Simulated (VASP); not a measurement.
Method: LDA (Ceperley-Alder, Perdew-Zunger), VASP's LDA PAW potentials (set 64) (plane waves; VASP).

The input files of a VASP run:

### INCAR
```
NELM  =  100   ! most electronic steps
SYSTEM  =  NiGe
ISMEAR  =  -1
PREC  =  Accurate
LMAXMIX  =  4   ! l cut-off of mixed one-centre charges
LASPH  =  .TRUE.   ! aspherical one-centre terms
ISIF  =  2   ! forces and stress, cell fixed
EDIFF  =  1E-6
LREAL  =  .FALSE.
ENCUT  =  300   ! plane-wave cut-off (eV)
LWAVE  =  .FALSE.
SIGMA  =  0.05   ! width (eV)
LCHARG  =  .FALSE.
ALGO  =  Normal   ! blocked Davidson
```

**POSCAR**
```
NiGe
5.329650
  1.0000000000   0.0000000000   0.0000000000
  0.0000000000   0.6474946760   0.0000000000
  0.0000000000   0.0000000000   1.0827596559
Ni Ge
4 4
Cartesian
  0.5055400000   0.1618736690   0.7478945771
  0.4944600000   0.4856210070   0.3348650788
  0.9944600000   0.4856210070   0.2065147492
  0.0055400000   0.1618736690   0.8762449067
  0.6896600000   0.1618736690   0.0941784349
  0.3103400000   0.4856210070   0.9885812210
  0.8103400000   0.4856210070   0.6355582628
  0.1896600000   0.1618736690   0.4472013931
```

### KPOINTS
```
Automatic mesh
0
Gamma
5 8 5
0.5 0.5 0.5
```

POTCAR, in this order: Ni Ge_d (LDA.64 set). Program: vasp_std.

Output of the run:

OSZICAR:
```
       N       E                     dE             d eps       ncg     rms          rms(c)
DAV:   1     0.833441339238E+03    0.83344E+03   -0.29493E+04  4714   0.319E+03
DAV:   2     0.105799495685E+03   -0.72764E+03   -0.69999E+03  4104   0.775E+02
DAV:   3    -0.459734039426E+02   -0.15177E+03   -0.14623E+03  4205   0.222E+02
DAV:   4    -0.550263780494E+02   -0.90530E+01   -0.89415E+01  4600   0.626E+01
DAV:   5    -0.552118343602E+02   -0.18546E+00   -0.18522E+00  4454   0.956E+00    0.225E+01
DAV:   6    -0.617298860353E+02   -0.65181E+01   -0.86141E+01  4470   0.898E+01    0.307E+01
DAV:   7    -0.502302889684E+02    0.11500E+02   -0.30163E+01  4410   0.607E+01    0.348E+00
DAV:   8    -0.503179365512E+02   -0.87648E-01   -0.37211E+00  4837   0.115E+01    0.347E+00
DAV:   9    -0.502120474600E+02    0.10589E+00   -0.63635E-01  4690   0.731E+00    0.501E-01
DAV:  10    -0.502113684273E+02    0.67903E-03   -0.44126E-02  4386   0.201E+00    0.292E-01
DAV:  11    -0.502107434897E+02    0.62494E-03   -0.30056E-03  5637   0.452E-01    0.129E-01
DAV:  12    -0.502107565812E+02   -0.13091E-04   -0.30238E-04  4440   0.129E-01    0.432E-02
DAV:  13    -0.502107401446E+02    0.16437E-04   -0.45678E-05  5690   0.650E-02    0.750E-03
DAV:  14    -0.502107407526E+02   -0.60804E-06   -0.11109E-05  3778   0.193E-02    0.278E-03
DAV:  15    -0.502107407952E+02   -0.42564E-07   -0.86975E-07  2132   0.935E-03
   1 F= -.50210741E+02 E0= -.50198985E+02  d E =-.235114E-01
```

### OUTCAR
```
------------------------ aborting loop because EDIFF is reached ----------------------------------------
  FORCE on cell =-STRESS in cart. coord.  units (eV):
  Direction    XX          YY          ZZ          XY          YZ          ZX
  --------------------------------------------------------------------------------------
  Total       -4.5174486     -5.0921170     -4.6650529     -0.0000000      0.0000000      0.0000000
  in kB      -68.1929474    -76.8678305    -70.4211020     -0.0000000      0.0000000      0.0000000
  external PRESSURE =     -71.8272933 kB  Pullay stress =       0.0000000 kB
  volume of cell :      106.14
      direct lattice vectors                 reciprocal lattice vectors
     5.329650000  0.000000000  0.000000000     0.187629582  0.000000000  0.000000000
     0.000000000  3.450920000  0.000000000     0.000000000  0.289777798  0.000000000
     0.000000000  0.000000000  5.770730000     0.000000000  0.000000000  0.173288301
 POSITION                                       TOTAL-FORCE (eV/Angst)
 -----------------------------------------------------------------------------------
      2.69435      0.86273      3.98602         0.017489      0.000000      0.002301
      2.63530      2.58819      1.78471        -0.017489     -0.000000     -0.002301
      5.30012      2.58819      1.10065        -0.017489      0.000000      0.002301
      0.02953      0.86273      4.67008         0.017489      0.000000     -0.002301
      3.67565      0.86273      0.50194         0.097676     -0.000000      0.030279
      1.65400      2.58819      5.26879        -0.097676     -0.000000     -0.030279
      4.31883      2.58819      3.38730        -0.097676      0.000000      0.030279
      1.01082      0.86273      2.38343         0.097676      0.000000     -0.030279
 -----------------------------------------------------------------------------------
    total drift:                                0.000000     -0.000000      0.000000
  FREE ENERGIE OF THE ION-ELECTRON SYSTEM (eV)
  ---------------------------------------------------
  free  energy   TOTEN  =       -50.2107407952 eV

  energy  without entropy=      -50.1872294154  energy(sigma->0) =      -50.19898511
```
(Selected blocks of OUTCAR.)

At this cut-off the stress carries a Pulay error, which pulls relaxed volumes low.

The structure comes from a computed database's NiGe entry; how it stands against other phases isn't given here. The cell was not relaxed at this level. The run is one of a series of settings (KPOINTS 5×8×5 Γ-centred mesh shifted by (0.5, 0.5, 0.5) against the base run), some of them coarse on purpose. The run is not spin-polarised, so no magnetic state was tried.
